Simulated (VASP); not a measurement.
Energy against volume of SnTe (rock salt). Method: PBE GGA with D3 dispersion (zero damping), VASP's PBE PAW potentials (set 64) (plane waves; VASP). Settings: 520 eV cut-off, 7×7×7 Γ-centred mesh, Gaussian smearing of 0.050 eV, potentials Sn_d Te.

```tsv
V (Å³/atom)	E (eV/atom)
31.113	-4.02009
32.075	-4.02432
33.038	-4.02076
34.000	-4.01126
```

Q: Fit these four points and predict the energy of the run at 30.151 Å³/atom.

A: A cubic in V^(−2/3), the third-order Birch-Murnaghan form, passes through the four points with V0 = 32.07 Å³/atom and B0 = 43 GPa, and gives -4.0058 eV/atom there. The run gave -4.0066 eV/atom, -0.8 meV/atom from the fit; all five points give B0 = 42 GPa.

The compound is SnTe in the rock salt structure, which distorts at low temperature. It was relaxed first.
